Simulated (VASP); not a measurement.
Here is the system:

```
BaO
1.0
    3.31610     0.00000     0.00000
    0.00000     3.31610     0.00000
    0.00000     0.00000     3.31610
Ba O
1 1
Direct
  0.00000   0.00000   0.00000
  0.50000   0.50000   0.50000
```

All values below come from PBEsol GGA, VASP's PBE PAW potentials (set 64) (plane waves; VASP). Settings: 520 eV cut-off, Gaussian smearing of 0.050 eV, potentials Ba_sv O.

Unless said otherwise, spin-orbit coupling is left out, though it shifts the bands of the heavy elements here.

Question: Give the energies of bands 6 to 11 at the high-symmetry points, in eV from the valence-band maximum.

Answer: 
```json
[
 {"band": "6", "Γ": "0.00", "X": "-2.32", "M": "-0.63", "R": "-2.92"},
 {"band": "7", "Γ": "0.00", "X": "-0.82", "M": "-0.63", "R": "-2.92"},
 {"band": "8", "Γ": "0.00", "X": "-0.82", "M": "-0.23", "R": "-2.92"},
 {"band": "9", "Γ": "1.61", "X": "2.67", "M": "3.21", "R": "7.01"},
 {"band": "10", "Γ": "1.61", "X": "6.55", "M": "3.62", "R": "7.01"},
 {"band": "11", "Γ": "4.93", "X": "8.37", "M": "6.67", "R": "7.01"}
]
```

The gap is direct, 1.61 eV, from the valence maximum at Γ to the conduction minimum at Γ.

The structure was generated: BaO was put into the CsCl type type (Pm-3m), which need not be its known phase. It was relaxed first, which changed the volume by -25 %.
